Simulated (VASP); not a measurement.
```xyz
2
Lattice="0.0000 2.7675 2.7675 2.7675 0.0000 2.7675 2.7675 2.7675 0.0000" Properties=species:S:1:pos:R:3 pbc="T T T"
Na     0.0000     0.0000     0.0000
Cl     2.7675     2.7675     2.7675
```

Level of theory: MS2 meta-GGA, VASP's PBE PAW potentials (set 64) (plane waves; VASP 6.6.1). Run with 520 eV cut-off, 8×8×8 Γ-centred mesh, Gaussian smearing of 0.050 eV, potentials Na_pv Cl.

Task: What does the run give for the energy per atom (σ→0), band gap (on the k-mesh) with the smallest direct gap where there is one?

Result: 
| Item | Value |
|---|---|
| band gap (on the k-mesh) | 6.05 eV |
| smallest direct gap (on the k-mesh) | 6.05 eV |
| energy per atom (σ→0) | -7.529 eV/atom |

Only differences to runs with the same potentials and settings are physical.

The compound is NaCl in the rock salt structure. This cell is one point of a volume scan, at 0.97 of the reference volume.
